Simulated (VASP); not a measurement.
Computed with revPBE GGA, VASP's PBE PAW potentials (set 64) (plane waves; VASP).

A VASP calculation is set up with these files.

### KPOINTS
```
Automatic mesh
0
Gamma
6 6 6
0 0 0
```

### INCAR
```
! general
SYSTEM  = BaF2
PREC    = Accurate
ENCUT   = 520
LREAL   = F
LASPH   = T

! electronic loop
EDIFF   = 1E-6
NELM    = 100
ALGO    = Normal
LMAXMIX = 4

! smearing
ISMEAR  = 0
SIGMA   = 0.05

! functional
GGA     = RE

! ions
IBRION  = 2
NSW     = 60
ISIF    = 3
EDIFFG  = -0.02

! output
LWAVE   = F
LCHARG  = F
```

**POSCAR**
```
BaF2
1.0
  0.0000000000   3.1836930821   3.1836930821
  3.1836930821   0.0000000000   3.1836930821
  3.1836930821   3.1836930821   0.0000000000
Ba F
1 2
Cart
  3.1836930821   0.0000000000   3.1836930821
  1.5918465411   1.5918465411   1.5918465411
  4.7755396232   4.7755396232   4.7755396232
```

POTCAR, in this order: Ba_sv F (PBE.64 set). Program: vasp_std.

Question: What does the run give for the energy per atom (σ→0)?

Answer: 
The energy per atom (σ→0) comes out as -5.472 eV/atom.

**OSZICAR**
```
...
DAV:   7    -0.163419488206E+02   -0.17744E-01   -0.36563E-01   648   0.552E+00    0.201E+00
DAV:   8    -0.163939542690E+02   -0.52005E-01   -0.79083E-02   616   0.331E+00    0.280E-01
DAV:   9    -0.164105076767E+02   -0.16553E-01   -0.20294E-02   624   0.109E+00    0.163E-01
DAV:  10    -0.164151557782E+02   -0.46481E-02   -0.66718E-03   544   0.592E-01    0.361E-02
DAV:  11    -0.164151638995E+02   -0.81214E-05   -0.22697E-04   696   0.134E-01    0.137E-02
DAV:  12    -0.164152184295E+02   -0.54530E-04   -0.71310E-05   512   0.728E-02    0.581E-03
DAV:  13    -0.164152185971E+02   -0.16755E-06   -0.17107E-06   624   0.913E-03
   1 F= -.16415219E+02 E0= -.16415219E+02  d E =-.164152E+02
```

The compound is BaF2 in the fluorite structure. It was relaxed first, which changed the volume by +8 %. The start is the result of an earlier pass.
